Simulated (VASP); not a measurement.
Calculation: LDA (Ceperley-Alder, Perdew-Zunger), VASP's LDA PAW potentials (set 64) (plane waves; VASP).

VASP ran on this input.

INCAR:
```
SYSTEM=CoAl
PREC=Accurate; ENCUT=520; LREAL=.False.
LASPH=.True.
EDIFF=1E-6; NELM=100; ALGO=Normal
LMAXMIX=4
ISMEAR=1; SIGMA=0.1
IBRION=2; NSW=60; ISIF=3
EDIFFG=-0.01
LWAVE=.False.; LCHARG=.False.
```

**KPOINTS**
```
kpoints
0
gamma
 12 12 12
0 0 0
```

### POSCAR
```
CoAl
1
    2.7945579786     0.0000000000    -0.0000000000
   -0.0000000000     2.7945579786    -0.0000000000
    0.0000000000     0.0000000000     2.7945579786
Al Co
1 1
Direct
  0.5000000000   0.5000000000   0.5000000000
  0.0000000000   0.0000000000   0.0000000000
```

POTCAR, in this order: Al Co (LDA.64 set). Program: vasp_std.

Output of the run:

File OUTCAR:
```
 ion  position               nearest neighbor table
   1  0.500  0.500  0.500-   2 2.42   2 2.42   2 2.42   2 2.42   2 2.42   2 2.42   2 2.42   2 2.42
  LATTYP: Found a simple cubic cell.
 ALAT       =     2.7945579786
 Subroutine PRICEL returns:
 Original cell was already a primitive cell.
 Subroutine GETGRP returns: Found 48 space group operations
The static configuration has the point symmetry O_h .
The dynamic configuration has the point symmetry O_h .
 Subroutine INISYM returns: Found 48 space group operations
 Subroutine IBZKPT returns following result:
 Found     84 irreducible k-points:

 Following reciprocal coordinates:
            Coordinates               Weight
  0.000000  0.000000  0.000000      1.000000
  0.083333  0.000000  0.000000      6.000000
  0.166667  0.000000  0.000000      6.000000
  0.250000  0.000000  0.000000      6.000000
  0.333333  0.000000  0.000000      6.000000
  0.416667  0.000000  0.000000      6.000000
  0.500000  0.000000  0.000000      3.000000
  0.083333  0.083333  0.000000     12.000000
  0.166667  0.083333  0.000000     24.000000
  0.250000  0.083333  0.000000     24.000000
...
```

OSZICAR:
```
       N       E                     dE             d eps       ncg     rms          rms(c)
DAV:   1     0.369474758599E+02    0.36947E+02   -0.55410E+03  1696   0.130E+03
DAV:   2    -0.140234690910E+02   -0.50971E+02   -0.48373E+02  1688   0.197E+02
DAV:   3    -0.153488737787E+02   -0.13254E+01   -0.13160E+01  1984   0.424E+01
DAV:   4    -0.153708373170E+02   -0.21964E-01   -0.21955E-01  2012   0.490E+00
DAV:   5    -0.153715094598E+02   -0.67214E-03   -0.67212E-03  1980   0.857E-01    0.128E+01
DAV:   6    -0.175551382522E+02   -0.21836E+01   -0.64176E+01  1902   0.125E+02    0.162E+01
DAV:   7    -0.137453325682E+02    0.38098E+01   -0.28081E+01  1846   0.794E+01    0.196E+00
DAV:   8    -0.137257469859E+02    0.19586E-01   -0.20546E-01  1750   0.408E+00    0.119E+00
DAV:   9    -0.137095007033E+02    0.16246E-01   -0.41796E-02  2082   0.284E+00    0.298E-01
DAV:  10    -0.137090216007E+02    0.47910E-03   -0.10417E-03  2080   0.474E-01    0.143E-01
DAV:  11    -0.137090044687E+02    0.17132E-04   -0.29348E-05  2300   0.584E-02    0.207E-02
DAV:  12    -0.137089991875E+02    0.52812E-05   -0.18436E-05  1968   0.632E-02    0.594E-03
DAV:  13    -0.137089991099E+02    0.77560E-07   -0.44139E-07   894   0.698E-03
   1 F= -.13708999E+02 E0= -.13708941E+02  d E =-.137090E+02
       N       E                     dE             d eps       ncg     rms          rms(c)
DAV:   1    -0.137094823946E+02   -0.48321E-03   -0.70613E-03  1780   0.152E+00    0.196E-01
DAV:   2    -0.137101689013E+02   -0.68651E-03   -0.19220E-02  1906   0.213E+00    0.269E-01
DAV:   3    -0.137090120449E+02    0.11569E-02   -0.82369E-03  1900   0.142E+00    0.315E-02
DAV:   4    -0.137089973918E+02    0.14653E-04   -0.45876E-05  1790   0.773E-02    0.461E-03
DAV:   5    -0.137089972122E+02    0.17965E-06   -0.12610E-06   936   0.149E-02
   2 F= -.13708997E+02 E0= -.13708942E+02  d E =0.189773E-05
       N       E                     dE             d eps       ncg     rms          rms(c)
DAV:   1    -0.137091416777E+02   -0.14429E-03   -0.19431E-03  1784   0.792E-01    0.104E-01
DAV:   2    -0.137093353799E+02   -0.19370E-03   -0.53664E-03  1904   0.113E+00    0.142E-01
DAV:   3    -0.137090111098E+02    0.32427E-03   -0.23044E-03  1892   0.750E-01    0.159E-02
DAV:   4    -0.137090072918E+02    0.38181E-05   -0.11447E-05  1706   0.362E-02    0.309E-03
DAV:   5    -0.137090071931E+02    0.98700E-07   -0.59966E-07   860   0.110E-02
   3 F= -.13709007E+02 E0= -.13708951E+02  d E =-.808315E-05
```

File OUTCAR:
```
------------------------ aborting loop because EDIFF is reached ----------------------------------------
  FORCE on cell =-STRESS in cart. coord.  units (eV):
  Direction    XX          YY          ZZ          XY          YZ          ZX
  --------------------------------------------------------------------------------------
  Total        0.0001310      0.0001310      0.0001310      0.0000000     -0.0000000     -0.0000000
  in kB        0.0096130      0.0096130      0.0096130      0.0000000     -0.0000000     -0.0000000
  external PRESSURE =       0.0096130 kB  Pullay stress =       0.0000000 kB
  volume of cell :       21.84
      direct lattice vectors                 reciprocal lattice vectors
     2.795260554  0.000000000  0.000000000     0.357748403 -0.000000000  0.000000000
     0.000000000  2.795260554  0.000000000    -0.000000000  0.357748403  0.000000000
    -0.000000000 -0.000000000  2.795260554    -0.000000000 -0.000000000  0.357748403
 POSITION                                       TOTAL-FORCE (eV/Angst)
 -----------------------------------------------------------------------------------
      1.39763      1.39763      1.39763         0.000000      0.000000      0.000000
      0.00000      0.00000      0.00000        -0.000000     -0.000000      0.000000
 -----------------------------------------------------------------------------------
    total drift:                                0.000000      0.000000      0.000000
  FREE ENERGIE OF THE ION-ELECTRON SYSTEM (eV)
  ---------------------------------------------------
  free  energy   TOTEN  =       -13.7090071931 eV

  energy  without entropy=      -13.7088371312  energy(sigma->0) =      -13.70895051

 reached required accuracy - stopping structural energy minimisation
```
(Selected blocks of OUTCAR.)

File CONTCAR:
```
CoAl
   1.00000000000000
     2.7952605536871653    0.0000000000000000    0.0000000000000000
     0.0000000000000000    2.7952605536871653    0.0000000000000000
    -0.0000000000000000   -0.0000000000000000    2.7952605536871653
  Al              Co
     1     1
Direct
     0.5000000000000000    0.5000000000000000    0.5000000000000000
     0.0000000000000000    0.0000000000000000    0.0000000000000000
```

File OUTCAR:
```
 val. band max:       11.1005685249   @ k =   0.5000   0.3333   0.0000

 cond. band min:      11.1443591112   @ k =   0.5000   0.3333   0.0833


 Fermi energy:        11.1201256701

 k-point     1 :       0.0000    0.0000    0.0000
  band No.  band energies     occupation
      1      -0.3094      2.00000
      2       7.8410      2.00000
      3       7.8410      2.00000
      4      10.2203      2.00000
      5      10.2203      2.00000
      6      10.2203      2.00000
      7      17.3377      0.00000
      8      17.3377      0.00000
      9      17.3377      0.00000
     10      20.1618      0.00000

 k-point     2 :       0.0833    0.0000    0.0000
  band No.  band energies     occupation
      1      -0.1723      2.00000
      2       7.8318      2.00000
      3       7.8800      2.00000
      4      10.1437      2.00000
      5      10.1437      2.00000
      6      10.2285      2.00000
      7      16.1409      0.00000
      8      17.5289      0.00000
      9      17.5289      0.00000
     10      20.1355      0.00000

 k-point     3 :       0.1667    0.0000    0.0000
  band No.  band energies     occupation
      1       0.2354      2.00000
      2       7.7527      2.00000
      3       7.9889      2.00000
      4       9.9467      2.00000
      5       9.9467      2.00000
      6      10.2512      2.00000
      7      14.3041      0.00000
      8      18.0712      0.00000
      9      18.0712      0.00000
     10      20.0589      0.00000

 k-point     4 :       0.2500    0.0000    0.0000
  band No.  band energies     occupation
      1       0.9027      2.00000
      2       7.4382      2.00000
      3       8.1433      2.00000
      4       9.7013      2.00000
      5       9.7013      2.00000
      6      10.2824      2.00000
      7      12.7519     -0.00000
      8      18.8964      0.00000
      9      18.8964      0.00000
     10      19.9415      0.00000

 k-point     5 :       0.3333    0.0000    0.0000
...
```

The compound is CoAl in the CsCl type structure. This run relaxes it. Symmetry was kept, so distortions that lower it aren't found. The start is the result of an earlier pass. The run is not spin-polarised, so no magnetic state was tried.
